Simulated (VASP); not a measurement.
VASP input:

### KPOINTS
```
Automatic mesh
0
Gamma
10 10 10
0 0 0
```

File POSCAR:
```
Ag
1
    2.6757320000     0.0000000000     0.0000000000
    0.0000000000     2.6757320000     0.0000000000
    0.0000000000     0.0000000000     2.6757320000
Ag
1
Direct
  0.0000000000   0.0000000000   0.0000000000
```

### INCAR
```
SYSTEM = Ag
PREC = Accurate
ENCUT = 400
EDIFF = 1E-6
NELM = 60
ALGO = VeryFast
LREAL = .FALSE.
LASPH = .TRUE.
ISMEAR = 1
SIGMA = 0.1
GGA = PE
LMAXMIX = 4
LWAVE = .FALSE.
LCHARG = .FALSE.
ISIF = 2
NELMDL = -1
```

POTCAR, in this order: Ag (PBE.64 set). Program: vasp_std.

Question: What happens when VASP runs on this input?

Answer: There is a fault: ALGO = VeryFast starts from random orbitals with almost no delay (NELMDL = -1). The run did not converge; its last values are not results. Against the sound run, the energy per atom (σ→0) rises by 303.890 eV/atom; the pressure rises by 408.20 GPa.

**standard output**
```
...
RMM:  22     0.302858602408E+03   -0.97780E-01   -0.96468E-01  1886   0.175E+01    0.299E+02
RMM:  23     0.302732106078E+03   -0.12650E+00   -0.12720E+00  1878   0.170E+01    0.305E+02
RMM:  24     0.302624293979E+03   -0.10781E+00   -0.10605E+00  1855   0.164E+01    0.312E+02
RMM:  25     0.302541731570E+03   -0.82562E-01   -0.87018E-01  1837   0.160E+01    0.316E+02
RMM:  26     0.302492048044E+03   -0.49684E-01   -0.52442E-01  1848   0.155E+01    0.318E+02
RMM:  27     0.302428333860E+03   -0.63714E-01   -0.61485E-01  1851   0.151E+01    0.322E+02
RMM:  28     0.302378061246E+03   -0.50273E-01   -0.49364E-01  1907   0.147E+01    0.325E+02
RMM:  29     0.302327100757E+03   -0.50960E-01   -0.54303E-01  1821   0.144E+01    0.326E+02
RMM:  30     0.302306640927E+03   -0.20460E-01   -0.50772E-01  1777   0.143E+01    0.316E+02
RMM:  31     0.302410232793E+03    0.10359E+00   -0.36906E-01  1907   0.147E+01    0.293E+02
RMM:  32     0.302412345450E+03    0.21127E-02   -0.10612E+00  1879   0.140E+01    0.271E+02
RMM:  33     0.302424873631E+03    0.12528E-01   -0.30595E-01  1923   0.135E+01    0.252E+02
RMM:  34     0.302284675255E+03   -0.14020E+00   -0.70905E-01  1828   0.130E+01    0.263E+02
RMM:  35     0.302224118344E+03   -0.60557E-01   -0.46830E-01  1910   0.126E+01    0.264E+02
RMM:  36     0.302138970148E+03   -0.85148E-01   -0.66846E-01  1855   0.123E+01    0.265E+02
RMM:  37     0.302108402226E+03   -0.30568E-01   -0.49778E-01  1808   0.121E+01    0.262E+02
RMM:  38     0.302062146250E+03   -0.46256E-01   -0.57799E-01  1929   0.119E+01    0.261E+02
RMM:  39     0.302014525495E+03   -0.47621E-01   -0.35479E-01  1836   0.116E+01    0.262E+02
RMM:  40     0.301947806805E+03   -0.66719E-01   -0.35278E-01  1749   0.115E+01    0.266E+02
RMM:  41     0.301920899328E+03   -0.26907E-01   -0.36281E-01  1895   0.113E+01    0.263E+02
RMM:  42     0.301901082456E+03   -0.19817E-01   -0.24749E-01  1972   0.111E+01    0.257E+02
RMM:  43     0.301836585291E+03   -0.64497E-01   -0.41672E-01  1980   0.111E+01    0.256E+02
RMM:  44     0.301743831664E+03   -0.92754E-01   -0.20877E-01  2012   0.114E+01    0.256E+02
RMM:  45     0.301673215512E+03   -0.70616E-01   -0.77830E-01  1988   0.108E+01    0.231E+02
WARNING in EDDRMM: call to ZHEGV failed, returncode =   8  4      3
RMM:  46     0.301687247880E+03    0.14032E-01    0.12346E-01  1889   0.106E+01    0.213E+02
RMM:  47     0.301727091882E+03    0.39844E-01   -0.13087E-01  2015   0.108E+01    0.189E+02
RMM:  48     0.301695767045E+03   -0.31325E-01   -0.60947E-01  2015   0.103E+01    0.170E+02
RMM:  49     0.301718912724E+03    0.23146E-01    0.11127E-01  2010   0.101E+01    0.147E+02
RMM:  50     0.301687663212E+03   -0.31250E-01   -0.37572E-01  2012   0.988E+00    0.133E+02
RMM:  51     0.301695946351E+03    0.82831E-02    0.54018E-02  2013   0.977E+00    0.117E+02
RMM:  52     0.301673691776E+03   -0.22255E-01   -0.27642E-01  1969   0.964E+00    0.933E+01
RMM:  53     0.301649909802E+03   -0.23782E-01   -0.10114E-01  1923   0.946E+00    0.811E+01
RMM:  54     0.301615403280E+03   -0.34507E-01   -0.16662E-01  1874   0.931E+00    0.739E+01
RMM:  55     0.301596003357E+03   -0.19400E-01   -0.17689E-01  1888   0.918E+00    0.597E+01
RMM:  56     0.301591105729E+03   -0.48976E-02   -0.12871E-01  1914   0.908E+00    0.472E+01
RMM:  57     0.301593909875E+03    0.28041E-02   -0.11965E-01  1987   0.910E+00    0.258E+01
RMM:  58     0.301579535156E+03   -0.14375E-01   -0.18265E-01  1968   0.891E+00    0.138E+01
RMM:  59     0.301567198548E+03   -0.12337E-01   -0.14506E-01  1939   0.878E+00    0.882E+00
RMM:  60     0.301537959252E+03   -0.29239E-01   -0.14097E-01  2008   0.882E+00

 -----------------------------------------------------------------------------
|                                                                             |
|           W    W    AA    RRRRR   N    N  II  N    N   GGGG   !!!           |
|           W    W   A  A   R    R  NN   N  II  NN   N  G    G  !!!           |
|           W    W  A    A  R    R  N N  N  II  N N  N  G       !!!           |
|           W WW W  AAAAAA  RRRRR   N  N N  II  N  N N  G  GGG   !            |
|           WW  WW  A    A  R   R   N   NN  II  N   NN  G    G                |
|           W    W  A    A  R    R  N    N  II  N    N   GGGG   !!!           |
|                                                                             |
|     The electronic self-consistency was not achieved in the given           |
|     number of steps (NELM). The forces and other quantities evaluated       |
|     might not be reliable so examine the results carefully. If you find     |
|     spurious results, we suggest increasing NELM, if you were close to      |
|     convergence or switching to a different ALGO or adjusting the           |
|     density mixing parameters otherwise.                                    |
|                                                                             |
 -----------------------------------------------------------------------------

   1 F= 0.30153796E+03 E0= 0.30153809E+03  d E =-.397501E-03
```

### OUTCAR
```
------------------------ aborting loop EDIFF was not reached (unconverged)  ----------------------------
  FORCE on cell =-STRESS in cart. coord.  units (eV):
  Direction    XX          YY          ZZ          XY          YZ          ZX
  --------------------------------------------------------------------------------------
  Total       49.5943078     49.5943078     49.5943078      0.0000000      0.0000000     -0.0000000
  in kB     4147.7691596   4147.7691596   4147.7691596      0.0000000      0.0000000     -0.0000000
  external PRESSURE =    4147.7691596 kB  Pullay stress =       0.0000000 kB
  volume of cell :       19.16
      direct lattice vectors                 reciprocal lattice vectors
     2.675732000  0.000000000  0.000000000     0.373729507  0.000000000  0.000000000
     0.000000000  2.675732000  0.000000000     0.000000000  0.373729507  0.000000000
     0.000000000  0.000000000  2.675732000     0.000000000  0.000000000  0.373729507
 POSITION                                       TOTAL-FORCE (eV/Angst)
 -----------------------------------------------------------------------------------
      0.00000      0.00000      0.00000         0.000000      0.000000      0.000000
 -----------------------------------------------------------------------------------
    total drift:                                0.000000      0.000000      0.000000
  FREE ENERGIE OF THE ION-ELECTRON SYSTEM (eV)
  ---------------------------------------------------
  free  energy   TOTEN  =       301.5379592515 eV

  energy  without entropy=      301.5383567522  energy(sigma->0) =      301.53809175
```
(Selected blocks of OUTCAR.)

To mend it, set ALGO = Normal, remove NELMDL.

The mended run (PBE GGA, plane waves, VASP's PBE PAW potentials (set 64)) converges, and its OSZICAR ends with
```
   1 F= -.23518707E+01 E0= -.23515041E+01  d E =-.110000E-02
```

The structure was generated: Ag was put into the simple-cubic type (Pm-3m), which need not be its known phase. The cell was not relaxed at this level.
